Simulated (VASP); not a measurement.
Ni3Fe (L1_2): the bulk modulus from VASP (plane waves, PAW) at several levels of theory. Static lattice, third-order Birch-Murnaghan fit over five volumes.

```csv
level,bulk modulus (GPa)
LDA,251
PBE,184
PBE-D3 (zero damping),202
optB86b-vdW,208
vdW-DF2,151
vdW-DF-cx,218
```

The cell of the LDA run:

```xyz
4
Lattice="3.4450 0.0000 0.0000 0.0000 3.4450 0.0000 0.0000 0.0000 3.4450" Properties=species:S:1:pos:R:3 pbc="T T T"
Fe     0.0000     0.0000     0.0000
Ni     0.0000     1.7225     1.7225
Ni     1.7225     0.0000     1.7225
Ni     1.7225     1.7225     0.0000
```
Starting moments (μB, in the order of the record's atoms Fe Ni Ni Ni): 2.7 0.6 0.6 0.6.

Only levels that ran to the end are used. Left out are those held back, those with too coarse a band path, GW runs whose mesh misses a band edge, hybrids' fits of cells that aren't cubic and levels without matching references; a question may draw on a part of the rest.

The compound is Ni3Fe in the L1_2 structure.
